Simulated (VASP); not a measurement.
Input:

```yaml
crystal:
  lattice:
    - [0.00000, 2.75737, 2.75737]
    - [2.75737, 0.00000, 2.75737]
    - [2.75737, 2.75737, 0.00000]
  atoms:
    - { symbol: Ag, position: [0.00000, 0.00000, 0.00000] }
    - { symbol: Cl, position: [0.50000, 0.50000, 0.50000] }
```

Calculation: optB86b-vdW, VASP's PBE PAW potentials (set 64) (plane waves; VASP). Numerical set-up: 520 eV cut-off, Gaussian smearing of 0.050 eV, potentials Ag Cl.

Give the energies of bands 2 to 11 at the high-symmetry points, in eV from the valence-band maximum.

```json
[
 {"band": "2", "Γ": "-2.53", "X": "-4.44", "U": "-4.33", "L": "-5.39", "W": "-4.31"},
 {"band": "3", "Γ": "-2.53", "X": "-3.13", "U": "-4.29", "L": "-4.27", "W": "-4.10"},
 {"band": "4", "Γ": "-2.53", "X": "-3.13", "U": "-3.88", "L": "-4.27", "W": "-4.10"},
 {"band": "5", "Γ": "-2.48", "X": "-2.88", "U": "-2.39", "L": "-2.15", "W": "-2.06"},
 {"band": "6", "Γ": "-2.48", "X": "-2.29", "U": "-2.09", "L": "-2.15", "W": "-2.06"},
 {"band": "7", "Γ": "-2.37", "X": "-2.03", "U": "-1.91", "L": "-1.82", "W": "-2.03"},
 {"band": "8", "Γ": "-2.37", "X": "-2.03", "U": "-1.70", "L": "0.00", "W": "-2.01"},
 {"band": "9", "Γ": "-2.37", "X": "-1.92", "U": "-1.08", "L": "0.00", "W": "-1.23"},
 {"band": "10", "Γ": "0.85", "X": "2.28", "U": "3.54", "L": "4.17", "W": "4.16"},
 {"band": "11", "Γ": "10.85", "X": "8.01", "U": "7.25", "L": "6.55", "W": "7.89"}
]
```

The gap is indirect, 0.85 eV, from the valence maximum at L to the conduction minimum at Γ.

The compound is AgCl in the rock salt structure. It was relaxed first.
